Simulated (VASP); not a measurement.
A VASP calculation is set up with these files.

INCAR:
```
ISMEAR=-5
PREC=Accurate
EDIFF=1E-7
LCHARG=.TRUE.
ENCUT=520   ! plane-wave cut-off (eV)
ALGO=Normal
NEDOS=601   ! DOS grid
LMAXMIX=4   ! l cut-off of mixed one-centre charges
NELM=100   ! most electronic steps
ISIF=2
LREAL=.FALSE.
SYSTEM=KI
LORBIT=11   ! lm-projected
LWAVE=.FALSE.
GGA=RP   ! RPBE
LASPH=.TRUE.   ! aspherical one-centre terms
```

File POSCAR:
```
KI
1
    0.0000000000     3.7131096019     3.7131096019
    3.7131096019     0.0000000000     3.7131096019
    3.7131096019     3.7131096019     0.0000000000
K I
1 1
Direct
  0.0000000000   0.0000000000   0.0000000000
  0.5000000000   0.5000000000   0.5000000000
```

**KPOINTS**
```
Regular mesh
0
gamma
  7 7 7
0 0 0
```

POTCAR, in this order: K_sv I (PBE.64 set). Program: vasp_std.

Translate this RPBE calculation to Ansatz.

One equivalent input (not run):
Ansatz 0.2 input:
```yaml
crystal:
  lattice:
    - [0.0000000, 3.7131096, 3.7131096]
    - [3.7131096, 0.0000000, 3.7131096]
    - [3.7131096, 3.7131096, 0.0000000]
  atoms:
    - { symbol: K, position: [0.0000000, 0.0000000, 0.0000000] }
    - { symbol: I, position: [0.5000000, 0.5000000, 0.5000000] }
kpoints:
  mp_grid: { grid: [7, 7, 7] }
hamiltonian:
  xc: rpbe
  pseudopotentials: { kind: paw }
scf:
  occupations: { method: tetrahedron }
  max_iter: 100
output: { forces: true, stress: true, eigenvalues: true }
```
What does not carry over: each code has its own PAW files, so the cut-off isn't converted (ENCUT is set for VASP's; basis.ecutwfc is left out, and Ansatz then takes the one that its files recommend); Ansatz stops its SCF on the density residual and VASP on the energy change (EDIFF).

The compound is KI in the rock salt structure. It was relaxed first, which changed the volume by +16 %.
